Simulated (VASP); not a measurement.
```
CELL_PARAMETERS angstrom
      0.00000     2.67838     2.67838
      2.67838     0.00000     2.67838
      2.67838     2.67838     0.00000
ATOMIC_POSITIONS crystal
  Si 0.00000 0.00000 0.00000
  Si 0.25000 0.25000 0.25000
```

These are r2SCAN meta-GGA, VASP's PBE PAW potentials (set 64) (plane waves; VASP) values and carry that method's errors. Numerical set-up: 500 eV cut-off, 9×9×9 Γ-centred mesh, Gaussian smearing of 0.050 eV, potentials Si.

Q: What does the run give for the energy per atom (σ→0), pressure?

A: 
```yaml
energy per atom (σ→0): -8.761 eV/atom
pressure: 4.96 GPa
```

Only differences to runs with the same potentials and settings are physical.

The compound is Si in the diamond structure. It was relaxed first under an external pressure of 5 GPa.
